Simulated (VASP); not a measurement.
Output of a VASP run:

OSZICAR:
```
       N       E                     dE             d eps       ncg     rms          rms(c)
DAV:   1     0.321793439911E+03    0.32179E+03   -0.11883E+04  2320   0.803E+02
DAV:   2     0.334537120035E+02   -0.28834E+03   -0.28693E+03  2872   0.223E+02
DAV:   3    -0.594689157683E+01   -0.39401E+02   -0.39135E+02  3168   0.815E+01
DAV:   4    -0.710687124191E+01   -0.11600E+01   -0.11578E+01  2664   0.147E+01
DAV:   5    -0.715117991663E+01   -0.44309E-01   -0.44119E-01  3120   0.256E+00    0.381E+00
DAV:   6    -0.603503156979E+01    0.11161E+01   -0.70046E+00  2616   0.656E+00    0.206E+00
DAV:   7    -0.593531725811E+01    0.99714E-01   -0.63804E-01  2608   0.221E+00    0.105E+00
DAV:   8    -0.593767721000E+01   -0.23600E-02   -0.97747E-01  2616   0.175E+00    0.780E-01
DAV:   9    -0.587927226712E+01    0.58405E-01   -0.57250E-01  2728   0.112E+00    0.222E-01
DAV:  10    -0.588315569361E+01   -0.38834E-02   -0.46038E-02  2872   0.485E-01    0.158E-01
DAV:  11    -0.588682743896E+01   -0.36717E-02   -0.15312E-02  2568   0.314E-01    0.780E-02
DAV:  12    -0.588823746883E+01   -0.14100E-02   -0.40342E-03  2576   0.149E-01    0.510E-02
DAV:  13    -0.588880086319E+01   -0.56339E-03   -0.15246E-03  2504   0.116E-01    0.277E-02
DAV:  14    -0.588844816896E+01    0.35269E-03   -0.46394E-04  2584   0.409E-02    0.204E-02
DAV:  15    -0.588809385585E+01    0.35431E-03   -0.44237E-04  2488   0.670E-02    0.104E-02
DAV:  16    -0.588832846482E+01   -0.23461E-03   -0.10894E-04  2480   0.315E-02    0.748E-03
DAV:  17    -0.588858571189E+01   -0.25725E-03   -0.16626E-04  2312   0.410E-02    0.333E-03
DAV:  18    -0.588864076459E+01   -0.55053E-04   -0.38680E-05  2072   0.242E-02    0.198E-03
DAV:  19    -0.588865733831E+01   -0.16574E-04   -0.31604E-05  1640   0.169E-02    0.578E-04
DAV:  20    -0.588865249445E+01    0.48439E-05   -0.31525E-06  1920   0.597E-03    0.410E-04
DAV:  21    -0.588865149627E+01    0.99818E-06   -0.43119E-07  1832   0.202E-03
   1 F= -.58886515E+01 E0= -.58862878E+01  d E =-.472748E-02
```

OUTCAR:
```
------------------------ aborting loop because EDIFF is reached ----------------------------------------
  FORCE on cell =-STRESS in cart. coord.  units (eV):
  Direction    XX          YY          ZZ          XY          YZ          ZX
  --------------------------------------------------------------------------------------
  Total       -0.0858802     -0.0960080      0.9710699     -0.0301882      0.2263949      0.0420976
  in kB       -0.2536016     -0.2835088      2.8675407     -0.0891448      0.6685375      0.1243128
  external PRESSURE =       0.7768101 kB  Pullay stress =       0.0000000 kB
  volume of cell :      542.56
      direct lattice vectors                 reciprocal lattice vectors
     5.020000000  0.000000000  0.000000000     0.199203187  0.000000000  0.000000000
     0.000000000  5.020000000  0.000000000     0.000000000  0.199203187  0.000000000
     0.000000000  0.000000000 21.530000000     0.000000000  0.000000000  0.046446818
 POSITION                                       TOTAL-FORCE (eV/Angst)
 -----------------------------------------------------------------------------------
      0.00181      4.92961      9.49451         0.039723      0.194716      0.283331
      2.45140      2.64798      7.03058         0.043107     -0.173122     -0.225248
      4.95535      0.01552     14.48702         0.147596     -0.059998      0.237524
      2.63145      2.44688     12.04789        -0.230426      0.038404     -0.295607
 -----------------------------------------------------------------------------------
    total drift:                               -0.000683     -0.000467      0.000298
  FREE ENERGIE OF THE ION-ELECTRON SYSTEM (eV)
  ---------------------------------------------------
  free  energy   TOTEN  =        -5.8886514963 eV

  energy  without entropy=       -5.8839240174  energy(sigma->0) =       -5.88628776
```
(Selected blocks of OUTCAR.)

### POSCAR
```
Ba
1
    5.0200000000     0.0000000000     0.0000000000
    0.0000000000     5.0200000000     0.0000000000
    0.0000000000     0.0000000000    21.5300000000
Ba
4
Direct
  0.0003600000  -0.0180060000   0.4409900000
  0.4883260000   0.5274870000   0.3265480000
 -0.0128780000   0.0030920000   0.6728760000
  0.5241930000   0.4874270000   0.5595860000
```

**Question.** Write an INCAR and KPOINTS that could have produced this output.

**Answer.** One answer among several that fit: the input of the run itself, revPBE GGA, plane waves, VASP's PBE PAW potentials (set 64).

KPOINTS:
```
Automatic
0
Gamma
  9 9 1
0 0 0
```

**INCAR**
```
SYSTEM = Ba
PREC = Accurate; ENCUT = 300; LREAL = .FALSE.
LASPH = .TRUE.
EDIFF = 1E-6; NELM = 100; ALGO = Normal
LMAXMIX = 4
ISMEAR = 0; SIGMA = 0.05
GGA = RE
ISIF = 2
LWAVE = .FALSE.; LCHARG = .FALSE.
```

POTCAR, in this order: Ba_sv (PBE.64 set). Program: vasp_std.

At this cut-off the stress carries a Pulay error, which pulls relaxed volumes low. The cell holds a wide vacuum, so values per volume refer to the whole cell.

The cell is a sheet with vacuum, built from a generated structure.
